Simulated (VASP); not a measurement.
The system is Be3Se2O.

```xyz
6
Lattice="-2.3663 2.3663 4.3793 2.3663 -2.3663 4.3793 2.3663 2.3663 -4.3793" Properties=species:S:1:pos:R:3 pbc="T T T"
Be    0.0000    2.3663    0.0000
Be    2.3663    0.0000    0.0000
Be    0.0000    0.0000    4.3793
Se    0.0000    0.0000    1.7293
Se    0.0000    0.0000    7.0294
O     0.0000    0.0000    0.0000
```

The cell was built by a generator and needn't be a form met in nature.

```yaml
Program: VASP 6.6.1
Task: relaxation of cell and atoms
Functional: PBE
Potentials_or_basis: VASP PAW PBE potentials, release 64 (Be, Se, O)
Cutoff: 520 eV
k_mesh: 4 × 4 × 4
Occupations: gaussian, width 0.15 eV
Spin: no spin polarisation
```

At the start: pressure 4.0 GPa; volume 16.35 Å³/atom.

How do energy, volume and symmetry change on relaxing?

Over 22 steps the energy falls by 1259.7 meV/atom and the volume is 14.78 Å³/atom (-9.6 %); space group I4/mmm (No. 139, to 0.05 Å).

Step by step:
```
step  energy change (eV)  largest force (eV/Å)  pressure (GPa)  volume (Å³)
   1              0.0000                4.7574            4.00        98.08
   2             -1.8225                2.1269           -8.87       103.35
   3             -2.0212                2.0891          -10.54       104.50
   4             -2.4226                2.0307          -12.53       106.60
   5             -2.9706                1.3433          -14.06       110.11
   6             -4.7927                1.9220            0.31        82.84
   7             -4.7907                1.9804            0.66        82.25
   8             -6.8083                1.9719            8.99        74.00
   9              3.2305               27.5276           86.03        62.94
  10             -6.6543                2.3427            8.82        73.53
  11             -5.8451                4.4435           30.20        68.19
  12             -6.7400                1.6974           11.56        72.40
  13             -6.7621                0.8549           14.66        71.42
  14             -5.5806                8.0647           15.55        82.83
  15             -6.9907                1.1784           12.95        74.83
  16             -7.1705                1.6496           -7.38        94.45
  17             -7.4009                0.5933           -0.55        85.18
  18             -7.4575                0.4699           -0.36        85.78
  19             -7.5508                0.0484            0.36        87.45
  20             -7.5564                0.0952            0.91        87.95
  21             -7.5454                0.4493           -1.70        90.36
  22             -7.5583                0.0773            0.20        88.66
```

Final structure:
```
CELL_PARAMETERS angstrom
-1.96583 1.96583 5.73573
1.96583 -1.96583 5.73573
1.96583 1.96583 -5.73573
ATOMIC_POSITIONS crystal
Be 0.50000 0.00000 0.50000
Be 0.00000 0.50000 0.50000
Be 0.50000 0.50000 0.00000
Se 0.33398 0.33398 0.00000
Se 0.66602 0.66602 0.00000
O 0.00000 0.00000 0.00000
```

Caveat: the k mesh is coarse (spacing up to 0.47 Å⁻¹), so the values aren't converged.
